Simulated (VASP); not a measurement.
# The low-index faces of Sc, part 4 of 5

Aim: compare the low-index faces of Sc at one level of theory.

VASP 6.6.1; PBEsol; plane waves and PAW (Sc_sv).

So far. Step 4 (Surface relaxation, 8 atoms, face Sc(0001)): The run ended after 8 ionic steps, 0.011 eV below its first step, once the forces on the free atoms met EDIFFG = -0.03. Step 5 (Vacuum level and density of states, 8 atoms, face …): The vacuum level lies 3.52 eV above the Fermi level at the upper face; both faces agree, as the slab has next to no dipole.

## Step 6: Surface relaxation, 12 atoms, face Sc(10-10)

System of this step: Sc(10-10). The cell holds 12 atoms: 12 Sc. Its edges and angles: a = 3.279 Å, b = 5.075 Å, c = 30.146 Å, α = 90.0°, β = 90.0°, γ = 90.0°. It derives from Sc. 12 layers of hcp Sc, cut at this functional's lattice. Vacuum lies along c.

INCAR reads:

```
SYSTEM = Sc
PREC = Normal
ENCUT = 320
EDIFF = 1E-05
NELM = 120
ISMEAR = 1
SIGMA = 0.15
LREAL = .FALSE.
ALGO = Fast
GGA = PS
NBANDS = 81
LASPH = .TRUE.
LORBIT = 11
LWAVE = .FALSE.
LCHARG = .FALSE.
KPAR = 4
IBRION = 2
NSW = 40
ISIF = 2
EDIFFG = -0.03
POTIM = 0.4
MAXMIX = 40
```

POSCAR reads:

```
Sc
1.0
    3.2792039134      0.0000000000      0.0000000000
    0.0000000000      5.0752326436      0.0000000000
    0.0000000000      0.0000000000     30.1459940970
Sc
12
Direct
    0.0000000000      0.0000000000      0.2487892700
    0.5000000000      0.0000000000      0.3429933000
    0.5000000000      0.5000000000      0.2801906200
    0.0000000000      0.0000000000      0.4371973200
    0.0000000000      0.5000000000      0.3743946400
    0.5000000000      0.0000000000      0.5314013400
    0.5000000000      0.5000000000      0.4685986600
    0.0000000000      0.0000000000      0.6256053600
    0.0000000000      0.5000000000      0.5628026800
    0.5000000000      0.0000000000      0.7198093800
    0.5000000000      0.5000000000      0.6570067000
    0.0000000000      0.5000000000      0.7512107300
```

KPOINTS reads:

```
Automatic mesh
0
Gamma
9 6 1
0 0 0
```

Potentials, in the order of the species: Sc_sv (PBE family, release 64).

Launch:

```sh
mpirun -np 4 vasp_std
```

Output:

```text
[banner, memory and clock lines left out]
running    4 mpi-ranks, on    1 nodes
 distrk:  each k-point on    1 cores,    4 groups
 distr:  one band on    1 cores,    1 groups

 POSCAR found type information on POSCAR Sc
 POSCAR found :  1 types and      12 ions
 [... a notice as in an earlier step ...]

 LDA part: xc-table for (Slater+PW92), standard interpolation
 POSCAR, INCAR and KPOINTS ok, starting setup
 FFT: planning ... GRIDC
 FFT: planning ... GRID_SOFT
 FFT: planning ... GRID
 WAVECAR not read
 entering main loop
       N       E                     dE             d eps       ncg     rms          rms(c)
DAV:   1     0.240980030713E+04    0.24098E+04   -0.50474E+04  4000   0.109E+03
DAV:   2     0.104699179159E+03   -0.23051E+04   -0.22778E+04  4400   0.685E+02
DAV:   3    -0.782558369232E+02   -0.18296E+03   -0.17590E+03  5399   0.267E+02
DAV:   4    -0.892580117529E+02   -0.11002E+02   -0.10521E+02  5312   0.545E+01
DAV:   5    -0.898971968139E+02   -0.63919E+00   -0.62207E+00  5416   0.117E+01    0.212E+01
RMM:   6    -0.135988250830E+03   -0.46091E+02   -0.17624E+02  4160   0.452E+01    0.189E+01
RMM:   7    -0.803828483655E+02    0.55605E+02   -0.14656E+01  3521   0.301E+01    0.985E+00
RMM:   8    -0.773106666480E+02    0.30722E+01   -0.18568E+01  3860   0.166E+01    0.551E+00
RMM:   9    -0.764051966987E+02    0.90547E+00   -0.42524E+00  3960   0.962E+00    0.219E+00
RMM:  10    -0.764002499431E+02    0.49468E-02   -0.13142E+00  4152   0.497E+00    0.154E+00
RMM:  11    -0.767233198748E+02   -0.32307E+00   -0.77111E-01  4585   0.283E+00    0.326E+00
RMM:  12    -0.764146764737E+02    0.30864E+00   -0.37909E-01  4293   0.201E+00    0.774E-01
RMM:  13    -0.764187041046E+02   -0.40276E-02   -0.21212E-01  4316   0.120E+00    0.434E-01
RMM:  14    -0.764436619612E+02   -0.24958E-01   -0.14274E-01  4554   0.720E-01    0.767E-01
RMM:  15    -0.764542353686E+02   -0.10573E-01   -0.75929E-02  4742   0.485E-01    0.825E-01
RMM:  16    -0.764435423750E+02    0.10693E-01   -0.38264E-02  4280   0.311E-01    0.490E-01
RMM:  17    -0.764418062035E+02    0.17362E-02   -0.14755E-02  4228   0.197E-01    0.380E-01
RMM:  18    -0.764386602941E+02    0.31459E-02   -0.13398E-02  4461   0.212E-01    0.621E-02
RMM:  19    -0.764394759628E+02   -0.81567E-03   -0.62898E-03  3618   0.111E-01    0.550E-02
RMM:  20    -0.764398411647E+02   -0.36520E-03   -0.35310E-03  3342   0.754E-02    0.188E-02
RMM:  21    -0.764400676177E+02   -0.22645E-03   -0.23698E-03  3227   0.575E-02    0.137E-02
RMM:  22    -0.764402881435E+02   -0.22053E-03   -0.15584E-03  3110   0.429E-02    0.996E-03
RMM:  23    -0.764405046573E+02   -0.21651E-03   -0.11129E-03  2886   0.319E-02    0.810E-03
RMM:  24    -0.764406103809E+02   -0.10572E-03   -0.71025E-04  2694   0.250E-02    0.524E-03
RMM:  25    -0.764407387755E+02   -0.12839E-03   -0.52921E-04  2493   0.210E-02    0.105E-02
RMM:  26    -0.764408234883E+02   -0.84713E-04   -0.36863E-04  2442   0.188E-02    0.489E-03
RMM:  27    -0.764408847888E+02   -0.61300E-04   -0.25479E-04  2296   0.158E-02    0.346E-03
RMM:  28    -0.764409132397E+02   -0.28451E-04   -0.17868E-04  2215   0.132E-02    0.171E-03
RMM:  29    -0.764409312781E+02   -0.18038E-04   -0.12850E-04  2062   0.121E-02    0.171E-03
RMM:  30    -0.764409405503E+02   -0.92722E-05   -0.90166E-05  1864   0.966E-03
   1 F= -.76440941E+02 E0= -.76442886E+02  d E =-.764409E+02
 curvature:   0.00 expect dE= 0.000E+00 dE for cont linesearch  0.000E+00
 trial: gam= 0.00000 g(F)=  0.365E-01 g(S)=  0.000E+00 ort = 0.000E+00 (trialstep = 0.100E+01)
 search vector abs. value=  0.365E-01
 bond charge predicted
       N       E                     dE             d eps       ncg     rms          rms(c)
DAV:   1    -0.764359042574E+02    0.50270E-02   -0.78719E+00  4574   0.310E+01    0.395E-01
RMM:   2    -0.764757020348E+02   -0.39798E-01   -0.39214E-01  4463   0.362E+00    0.421E-01
RMM:   3    -0.764735231451E+02    0.21789E-02   -0.35421E-02  4615   0.106E+00    0.117E-01
RMM:   4    -0.764737357180E+02   -0.21257E-03   -0.50798E-03  4835   0.341E-01    0.895E-02
RMM:   5    -0.764739673509E+02   -0.23163E-03   -0.19086E-03  4310   0.198E-01    0.971E-02
RMM:   6    -0.764742403683E+02   -0.27302E-03   -0.12455E-03  3800   0.131E-01    0.160E-01
RMM:   7    -0.764741881548E+02    0.52214E-04   -0.43010E-04  3527   0.597E-02    0.143E-01
RMM:   8    -0.764739614073E+02    0.22675E-03   -0.26583E-04  3094   0.688E-02    0.935E-02
RMM:   9    -0.764739778814E+02   -0.16474E-04   -0.10556E-03  3629   0.106E-01    0.303E-02
RMM:  10    -0.764740240699E+02   -0.46188E-04   -0.19747E-04  3071   0.380E-02    0.290E-02
RMM:  11    -0.764740252215E+02   -0.11516E-05   -0.80908E-05  2753   0.340E-02
   2 F= -.76474025E+02 E0= -.76476141E+02  d E =-.330847E-01
[... from here on, the cycles between the ionic steps are left out ...]
   3 F= -.76526191E+02 E0= -.76528154E+02  d E =-.852504E-01
   4 F= -.76468022E+02 E0= -.76469105E+02  d E =-.270814E-01
   5 F= -.76532992E+02 E0= -.76534740E+02  d E =-.920514E-01
   6 F= -.76533028E+02 E0= -.76534741E+02  d E =-.920874E-01
   7 F= -.76533044E+02 E0= -.76534777E+02  d E =-.921031E-01
   8 F= -.76535255E+02 E0= -.76537031E+02  d E =-.221152E-02
   9 F= -.76537251E+02 E0= -.76539092E+02  d E =-.420716E-02
  10 F= -.76537294E+02 E0= -.76539144E+02  d E =-.424989E-02
  11 F= -.76537286E+02 E0= -.76539130E+02  d E =-.424185E-02
 curvature:  -1.59 expect dE=-0.392E-03 dE for cont linesearch -0.458E-04
 ZBRENT: accuracy reached
 trial: gam= 0.02053 g(F)=  0.247E-03 g(S)=  0.000E+00 ort = 0.212E-03 (trialstep = 0.249E+01)
 search vector abs. value=  0.256E-03
 bond charge predicted
       N       E                     dE             d eps       ncg     rms          rms(c)
DAV:   1    -0.765366178176E+02    0.66265E-03   -0.33153E-01  4084   0.653E+00    0.664E-02
RMM:   2    -0.765376446830E+02   -0.10269E-02   -0.11927E-02  4518   0.574E-01    0.342E-02
RMM:   3    -0.765377274788E+02   -0.82796E-04   -0.10773E-03  4566   0.189E-01    0.239E-02
RMM:   4    -0.765377558686E+02   -0.28390E-04   -0.17899E-04  3229   0.823E-02    0.209E-02
RMM:   5    -0.765377680639E+02   -0.12195E-04   -0.65334E-05  2783   0.452E-02    0.155E-02
RMM:   6    -0.765377645068E+02    0.35571E-05   -0.26868E-05  2222   0.360E-02
  12 F= -.76537765E+02 E0= -.76539592E+02  d E =-.478967E-03
 trial-energy change:   -0.000479  1 .order   -0.000495   -0.000626   -0.000363
 step:   5.9195(harm=  5.9195)  dis= 0.00999  next Energy=   -76.538030 (dE=-0.744E-03)
 reached required accuracy - stopping structural energy minimisation
```

It took 12 min on 4 MPI ranks of Intel Xeon Platinum 8259CL at 2.50GHz (Skylake/Cascade Lake), shared host; peak memory 1.6 GiB; 46 min of CPU time.

Parts of OUTCAR (step 6):

```text
   k-points           NKPTS =     20   k-points in BZ     NKDIM =     20   number of bands    NBANDS=     81

   ENCUT  =  320.0 eV  23.52 Ry    4.85 a.u.   4.78  7.40 43.97*2*pi/ulx,y,z

   NELECT =     132.0000    total number of electrons

 E-fermi :   0.6850

 k-point     1 :       0.0000    0.0000    0.0000
  band No.  band energies     occupation
    ...
     62       0.2444      2.00026
     63       0.4203      2.03167
     64       0.4930      2.07005
     65       0.5338      2.05189
     66       0.7137      0.68289
     67       0.8650     -0.07072
     68       1.1215     -0.00031
     69       1.2691     -0.00000
     70       1.3720     -0.00000
     71       1.5648     -0.00000
    ...

  Total       -1.6442866     -3.1851619     -1.7504942      0.0000000      0.0000000      0.0000000
  in kB       -5.2509043    -10.1715725     -5.5900704      0.0000000      0.0000000      0.0000000
  external PRESSURE =      -7.0041824 kB  Pullay stress =       0.0000000 kB

 POSITION                                       TOTAL-FORCE (eV/Angst)
 -----------------------------------------------------------------------------------
      0.00000      0.00000      7.53990         0.000000      0.000000      0.022580
      1.63960      0.00000     10.25665         0.000000      0.000000      0.010932
      1.63960      2.53762      8.54501         0.000000      0.000000      0.005525
      0.00000      0.00000     13.17390         0.000000      0.000000      0.006534
      0.00000      2.53762     11.25956         0.000000      0.000000      0.025107
      1.63960      0.00000     16.01771         0.000000      0.000000     -0.008464
      1.63960      2.53762     14.12828         0.000000      0.000000      0.008464
      0.00000      0.00000     18.88644         0.000000      0.000000     -0.025107
      0.00000      2.53762     16.97209         0.000000      0.000000     -0.006534
      1.63960      0.00000     21.60099         0.000000      0.000000     -0.005525
      1.63960      2.53762     19.88934         0.000000      0.000000     -0.010932
      0.00000      2.53762     22.60610         0.000000      0.000000     -0.022580
 -----------------------------------------------------------------------------------
    total drift:                                0.000000      0.000000      0.000000

  FREE ENERGIE OF THE ION-ELECTRON SYSTEM (eV)
  ---------------------------------------------------
  free  energy   TOTEN  =       -76.5377645068 eV

  energy  without entropy=      -76.5432465887  energy(sigma->0) =      -76.53959187

[... 1 part as in an earlier step ...]

[... 15 further parts left out ...]
```

The run keeps the 8 symmetry operations of its start, so it cannot find a distortion of lower symmetry.

Step by step:

```
step  energy less that of the first step (eV)  largest force (eV/Å)
   1                                   0.0000                0.4887
   2                                  -0.0331                0.3796
   3                                  -0.0853                0.1766
   4                                  -0.0271                0.5391
   5                                  -0.0921                0.1022
   6                                  -0.0921                0.0977
   7                                  -0.0921                0.0976
   8                                  -0.0943                0.0667
   9                                  -0.0963                0.0414
  10                                  -0.0964                0.0461
  11                                  -0.0963                0.0439
  12                                  -0.0968                0.0251
```

The atoms that moved most (Å):

```
atom     dx     dy      dz  length
Sc10  0.000  0.000  -0.098   0.098
 Sc3  0.000  0.000   0.098   0.098
Sc11  0.000  0.000   0.083   0.083
 Sc2  0.000  0.000  -0.083   0.083
Sc12  0.000  0.000  -0.040   0.040
 Sc1  0.000  0.000   0.040   0.040
 Sc8  0.000  0.000   0.027   0.027
 Sc5  0.000  0.000  -0.027   0.027
```

The relaxed structure:

```xyz
12
Lattice="3.2792 0.0000 0.0000 0.0000 5.0752 0.0000 0.0000 0.0000 30.1460" Properties=species:S:1:pos:R:3
Sc    0.0000    0.0000    7.5399
Sc    1.6396    0.0000   10.2566
Sc    1.6396    2.5376    8.5450
Sc    0.0000    0.0000   13.1739
Sc    0.0000    2.5376   11.2596
Sc    1.6396    0.0000   16.0177
Sc    1.6396    2.5376   14.1283
Sc    0.0000    0.0000   18.8864
Sc    0.0000    2.5376   16.9721
Sc    1.6396    0.0000   21.6010
Sc    1.6396    2.5376   19.8893
Sc    0.0000    2.5376   22.6061
```

This step gave:

| Item | Value |
| --- | --- |
| electronic cycles | 119 |
| electrons | 132 |
| free energy (TOTEN) | -76.5378 eV |
| energy at zero smearing | -76.5396 eV |
| Fermi energy | 0.685 eV |

The run ended after 12 ionic steps, 0.097 eV below its first step, once the forces on the free atoms met EDIFFG = -0.03.

(Continued in part 5 of 5.)

[Lines on the potential files, build, host, timing and source positions are cut from VASP's logs without a mark.]

[Logs are printed without paths, hosts, clocks, repeated set-up lines and the standing remarks that a program may print on its own settings, such as how far it seeks lower states.]

[Hosts, paths, dates, database ids (printed as entryN), source tags and the programs' standing remarks are cut or masked in the printed files.]

[Runs that stopped without an error message from VASP are left out.]
